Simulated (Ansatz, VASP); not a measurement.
One calculation of Os4C, two programs

INCAR

```
PREC = Accurate
ENCUT = 520
EDIFF = 1E-6
ISMEAR = 0
SIGMA = 0.1
LREAL = F
LASPH = T
NELM = 100
ALGO = Normal
ISIF = 2
LWAVE = F
LCHARG = F
GGA = PE
NBANDS = 47
```

KPOINTS

```
Automatic mesh
0
Gamma
  4 4 4
```

POSCAR

```
Os4C
1.0
    0.0000000000      4.5868040800      4.5868040800
    4.5868040800      0.0000000000      4.5868040800
    4.5868040800      4.5868040800      0.0000000000
Os C
8 2
Direct
    0.3761259900      0.3761259900      0.3761259900
    0.3761259900      0.3761259900      0.8716220300
    0.3761259900      0.8716220300      0.3761259900
    0.8738740100      0.8738740100      0.3783779700
    0.8738740100      0.8738740100      0.8738740100
    0.8716220300      0.3761259900      0.3761259900
    0.8738740100      0.3783779700      0.8738740100
    0.3783779700      0.8738740100      0.8738740100
    0.0000000000      0.0000000000      0.0000000000
    0.2500000000      0.2500000000      0.2500000000
```

Input for Ansatz:

```yaml
crystal:
  lattice:
    - [0.0, 4.58680408, 4.58680408]
    - [4.58680408, 0.0, 4.58680408]
    - [4.58680408, 4.58680408, 0.0]
  atoms:
    - { symbol: Os, position: [0.37612599, 0.37612599, 0.37612599] }
    - { symbol: Os, position: [0.37612599, 0.37612599, 0.87162203] }
    - { symbol: Os, position: [0.37612599, 0.87162203, 0.37612599] }
    - { symbol: Os, position: [0.87387401, 0.87387401, 0.37837797] }
    - { symbol: Os, position: [0.87387401, 0.87387401, 0.87387401] }
    - { symbol: Os, position: [0.87162203, 0.37612599, 0.37612599] }
    - { symbol: Os, position: [0.87387401, 0.37837797, 0.87387401] }
    - { symbol: Os, position: [0.37837797, 0.87387401, 0.87387401] }
    - { symbol: C, position: [0.0, 0.0, 0.0] }
    - { symbol: C, position: [0.25, 0.25, 0.25] }
basis:
  ecutwfc: 420
kpoints:
  mp_grid: { grid: [4, 4, 4] }
hamiltonian:
  xc: pbe
scf:
  occupations: { method: gaussian, width: 0.1 }
  lower_state_search: "off"
output:
  forces: true
  stress: true
  eigenvalues: true
```

Change from the starting cell: species swapped into the Ba4Rh type (Fd-3m, No. 227).

Alike in both runs: task single point; functional PBE; k mesh 4 × 4 × 4; occupations gaussian, width 0.1 eV; no spin polarisation.

|  | VASP | Ansatz |
| --- | --- | --- |
| version | VASP 6.6.1 | Ansatz 0.2.0 |
| potentials or method | VASP PAW PBE potentials, release 64 (Os, C) | scalar-relativistic, plane waves, PAW |
| plane-wave cutoff (eV) | 520 | 420 |
| valence electrons in the cell | 72 | 136 |

|  | VASP | Ansatz | Ansatz less VASP |
| --- | --- | --- | --- |
| gap on the k mesh at the Fermi level (eV) | none | none | - |
| rms of the force components (eV/Å) | 0.424 | 0.394 | -0.0294 |

Atom by atom the forces differ by 0.029 eV/Å (rms over components). A gap of «none» marks a metal or a gap that the smearing closes. The two sets of potentials don't hold the same shells in valence.

 Spin-orbit coupling is left out, which matters for the levels of Os.
